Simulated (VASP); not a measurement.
Here is the system:

```
CELL_PARAMETERS angstrom
      1.89881    -3.28883     0.00000
      1.89881     3.28883     0.00000
      0.00000     0.00000     6.22040
ATOMIC_POSITIONS crystal
  Zn 0.66667 0.33333 0.50012
  Zn 0.33333 0.66667 0.00012
  S  0.66667 0.33333 0.87488
  S  0.33333 0.66667 0.37488
```

All values below come from AM05 GGA, VASP's PBE PAW potentials (set 64) (plane waves; VASP 6.6.1). Settings: 520 eV cut-off, 7×7×4 Γ-centred mesh, Gaussian smearing of 0.050 eV, potentials Zn S.

Q: Estimate the energy per atom (σ→0).

A: 
* **energy per atom (σ→0)**: -3568 meV/atom

The compound is ZnS in the wurtzite structure, the high-temperature form. It was relaxed first.
